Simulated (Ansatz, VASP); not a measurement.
# One calculation of Ta4O, two programs

File INCAR:

```
SYSTEM = Ta4O
PREC = Accurate ; ENCUT = 520
EDIFF = 1E-7 ; ISMEAR = -1
SIGMA = 0.05 ; LREAL = .FALSE.
LASPH = .TRUE. ; NELM = 100
ALGO = Normal ; ISIF = 2
LWAVE = .FALSE. ; LCHARG = .TRUE.
GGA = PE ; LELF = .TRUE.
LVHAR = .TRUE. ; NBANDS = 33
```

KPOINTS

```
regular mesh
0
G
  8 8 4
  0 0 0
```

Contents of POSCAR:

```
Ta4O
1.0
    3.2574970000      0.0000000000      0.0000000000
    0.0000000000      3.2574970000      0.0000000000
    0.0000000000      0.0000000000      7.4093410000
Ta O
4 1
Direct
    0.0000000000      0.0000000000      0.0000000000
    0.5000000000      0.5000000000      0.2168420000
    0.5000000000      0.5000000000      0.7831580000
    0.0000000000      0.0000000000      0.5000000000
    0.5000000000      0.5000000000      0.5000000000
```

input.yaml

```yaml
crystal:
  lattice:
    - [3.257497, 0.0, 0.0]
    - [0.0, 3.257497, 0.0]
    - [0.0, 0.0, 7.409341]
  atoms:
    - { symbol: Ta, position: [0.0, 0.0, 0.0] }
    - { symbol: Ta, position: [0.5, 0.5, 0.216842] }
    - { symbol: Ta, position: [0.5, 0.5, 0.783158] }
    - { symbol: Ta, position: [0.0, 0.0, 0.5] }
    - { symbol: O, position: [0.5, 0.5, 0.5] }
hamiltonian:
  xc: pbe
  pseudopotentials: { kind: paw }
kpoints:
  mp_grid: { grid: [8, 8, 4] }
scf:
  occupations: { method: fermi_dirac, width: 0.05 }
output:
  forces: true
  stress: true
  eigenvalues: true
```

The cell comes from a database or a generator and needn't be the stable form of this composition.

Alike in both runs: task single point; functional PBE; k mesh 8 × 8 × 4; occupations fermi-dirac, width 0.05 eV; no spin polarisation.

|  | VASP | Ansatz |
| --- | --- | --- |
| version | VASP 6.6.1 | Ansatz 0.2.0 |
| potentials or method | VASP PAW PBE potentials, release 64 (Ta_pv, O) | Ansatz PAW |
| plane-wave cutoff (eV) | 520 | 420 |
| valence electrons in the cell | 50 | 58 |

Ansatz gave:

| Item | Value |
| --- | --- |
| gap on the k mesh at the Fermi level (eV) | none |
| pressure (GPa) | -0.7 |
| largest component of the traceless stress (GPa) | 0.30 |
| rms of the force components (eV/Å) | 0.007 |

Q: Which values does VASP return?

A: gap on the k mesh at the Fermi level (eV): none; pressure (GPa): -0.5; largest component of the traceless stress (GPa): 0.16; rms of the force components (eV/Å): 0.019.

Atom by atom the forces differ by 0.012 eV/Å (rms over components). A gap of «none» marks a metal or a gap that the smearing closes. The two sets of potentials don't hold the same shells in valence.

Spin-orbit coupling is left out, which matters for the levels of Ta.
